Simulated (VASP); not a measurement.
Given:

```xyz
2
Lattice="0.0000 2.2721 2.2721 2.2721 0.0000 2.2721 2.2721 2.2721 0.0000" Properties=species:S:1:pos:R:3 pbc="T T T"
Na     0.0000     0.0000     0.0000
F      2.2721     2.2721     2.2721
```

Computed with rev-vdW-DF2, VASP's PBE PAW potentials (set 64) (plane waves; VASP 6.6.1). Run with 520 eV cut-off, 10×10×10 Γ-centred mesh, Gaussian smearing of 0.050 eV, potentials Na_pv F.

### Question
Give the stress tensor in GPa (positive for a compressed cell).

### Answer

```
3.67  0.00  0.00
0.00  3.67  0.00
0.00  0.00  3.67
```
The pressure is its mean diagonal, 3.67 GPa.

The compound is NaF in the rock salt structure. This cell is one point of a volume scan, at 0.94 of the reference volume.
